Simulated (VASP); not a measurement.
Here is the system:

```
TiB2
1.0
    1.52222    -2.63656     0.00000
    1.52222     2.63656     0.00000
    0.00000     0.00000     3.24504
Ti B
1 2
Direct
  0.00000   0.00000   0.00000
  0.33333   0.66667   0.50000
  0.66667   0.33333   0.50000
```

The numbers are results of revPBE GGA, VASP's PBE PAW potentials (set 64) (plane waves; VASP), not measurements. Settings: 520 eV cut-off, 13×13×11 Γ-centred mesh, tetrahedra with Blöchl corrections, potentials Ti_sv B.

Question: What does the run give for the energy per atom (σ→0), band gap (on the k-mesh) with the smallest direct gap where there is one?

Answer: 
| Property | Value |
|---|---|
| band gap (on the k-mesh) | none (metal, semimetal or under 0.01 eV) |
| energy per atom (σ→0) | -7.857 eV/atom |

Total energies compare only between runs with the same potentials, cut-off and functional.

The compound is TiB2 in the AlB2 type structure. It was relaxed first.
